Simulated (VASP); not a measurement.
```
SnS2
1.0
    0.00000     3.03138     3.03138
    3.03138     0.00000     3.03138
    3.03138     3.03138     0.00000
Sn S
1 2
Direct
  0.00000   0.00000   0.00000
  0.25000   0.25000   0.25000
  0.75000   0.75000   0.75000
```

The base run (VASP): PBE GGA, plane waves, VASP's PBE PAW potentials (set 64). Run with 400 eV cut-off, 6×6×6 Γ-centred mesh, Gaussian smearing of 0.050 eV, potentials Sn_d S.

One setting is varied; ΔE counts from the base run. The base run took about 20 core-seconds. Times come from single runs on busy shared machines, so they are rough: good to a factor of about 2.

Pressures at a finite cut-off, here 400 eV, hold a Pulay part, which wasn't tested here.

```tsv
setting	cost over the base run	electronic steps	ΔE (meV/atom)	pressure (GPa)
KPOINTS 3×3×3 Monkhorst-Pack mesh	within a factor of 2	13	-46.1	19.86
base run	reference	12	0.0	20.32
KPOINTS 7×7×7 Monkhorst-Pack mesh	within a factor of 2	12	-1.3	20.16
KPOINTS 6×6×6 Monkhorst-Pack mesh	within a factor of 2	13	3.3	20.20
KPOINTS 8×8×8 Monkhorst-Pack mesh	(withheld)	12	(withheld)	(withheld)
```

**Question.** Some entries are withheld; supply them.

**Answer.** 
- KPOINTS 8×8×8 Monkhorst-Pack mesh, cost over the base run: about 4 times
- KPOINTS 8×8×8 Monkhorst-Pack mesh, ΔE (meV/atom): 3.4
- KPOINTS 8×8×8 Monkhorst-Pack mesh, pressure (GPa): 20.23

Left out are runs that failed, have no time on record or changed the cell.

The structure was generated: SnS2 was put into the fluorite type (Fm-3m), which need not be its known phase. The cell was not relaxed at this level.
